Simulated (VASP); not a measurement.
Consider the following.

```yaml
crystal:
  lattice:
    - [3.26352, 0.00000, 0.00000]
    - [-1.63176, 2.82629, 0.00000]
    - [0.00000, 0.00000, 5.14173]
  atoms:
    - { symbol: Mg, position: [0.33333, 0.66667, 0.49665] }
    - { symbol: Zn, position: [0.66667, 0.33333, 0.00349] }
    - { symbol: O, position: [0.33333, 0.66667, 0.88322] }
    - { symbol: O, position: [0.66667, 0.33333, 0.38862] }
```

Computed with PBEsol GGA, VASP's PBE PAW potentials (set 64) (plane waves; VASP 6.6.1). Run with 520 eV cut-off, Gaussian smearing of 0.050 eV, potentials Mg Zn O.

Problem. Give the energies of bands 3 to 15 at the high-symmetry points, in eV from the valence-band maximum.

Solution. 
```
band      Γ      M      K      A      L      H
----  -----  -----  -----  -----  -----  -----
3     -5.21  -5.33  -4.99  -5.28  -5.48  -5.08
4     -5.21  -4.78  -4.66  -5.21  -4.84  -4.86
5     -4.91  -4.58  -4.59  -5.21  -4.81  -4.73
6     -4.39  -4.30  -4.20  -4.16  -4.54  -4.38
7     -4.14  -4.04  -3.90  -4.16  -4.05  -4.18
8     -4.14  -3.91  -3.75  -3.65  -3.99  -3.81
9     -1.34  -2.82  -3.65  -1.37  -2.99  -3.21
10    -1.34  -2.54  -2.43  -1.25  -1.75  -2.63
11    -0.22  -2.02  -2.00  -1.25  -1.70  -2.12
12     0.00  -1.31  -1.65  -0.05  -1.07  -1.20
13     0.00  -0.80  -1.62  -0.05  -0.80  -0.82
14     1.69   6.47   7.58   3.84   6.00   7.68
15     6.70   7.13   7.96   4.93   6.41   8.14
```

The gap is direct, 1.69 eV, from the valence maximum at Γ to the conduction minimum at Γ.

The structure comes from a computed database's MgZnO2 entry (P3m1); how it stands against other phases isn't given here. It was relaxed first.
